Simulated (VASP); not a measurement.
A convergence study with VASP on Ir (fcc): one setting is varied, all else stays as given below, so the limit is that of these other settings. Each run relaxes cell and ions from the cell shown. The basis is that of the starting cell, so low cut-offs carry a Pulay error.

```xyz
1
Lattice="0.0000 1.9200 1.9200 1.9200 0.0000 1.9200 1.9200 1.9200 0.0000" Properties=species:S:1:pos:R:3 pbc="T T T"
Ir     0.0000     0.0000     0.0000
```

Level of theory: LDA (Ceperley-Alder, Perdew-Zunger), VASP's LDA PAW potentials (set 64) (plane waves; VASP). The tightest run used: 700 eV cut-off, 14×14×14 Γ-centred mesh, first-order Methfessel-Paxton smearing of 0.10 eV, potentials Ir.

The settings run are ENCUT = 200; ENCUT = 250; ENCUT = 300; ENCUT = 350; ENCUT = 400; ENCUT = 450; ENCUT = 500; ENCUT = 550; ENCUT = 600; ENCUT = 650; ENCUT = 700. From which on does the relaxed volume stay within 0.02 Å³/atom of the tightest run?

From ENCUT = 350 on: it is off by 0.007 there and by no more than 0.02 in any finer run, while ENCUT = 300 is off by 0.031.
```tsv
setting	relaxed volume (Å³/atom)	E (eV/atom)	plane waves	difference judged (Å³/atom)
ENCUT = 200	13.726	-10.3195	99	0.208
ENCUT = 250	13.923	-10.3214	138	0.012
ENCUT = 300	13.904	-10.3165	174	0.031
ENCUT = 350	13.928	-10.3136	222	0.007
ENCUT = 400	13.935	-10.3134	271	0.001
ENCUT = 450	13.932	-10.3136	331	0.003
ENCUT = 500	13.932	-10.3137	370	0.003
ENCUT = 550	13.935	-10.3138	428	0.000
ENCUT = 600	13.936	-10.3138	495	0.001
ENCUT = 650	13.935	-10.3138	544	0.000
ENCUT = 700	13.935	-10.3139	610	0.000
```

Left out are rungs that failed or repeat a setting and relaxations that didn't move; long series are thinned to 24 rows.

The compound is Ir in the fcc structure.
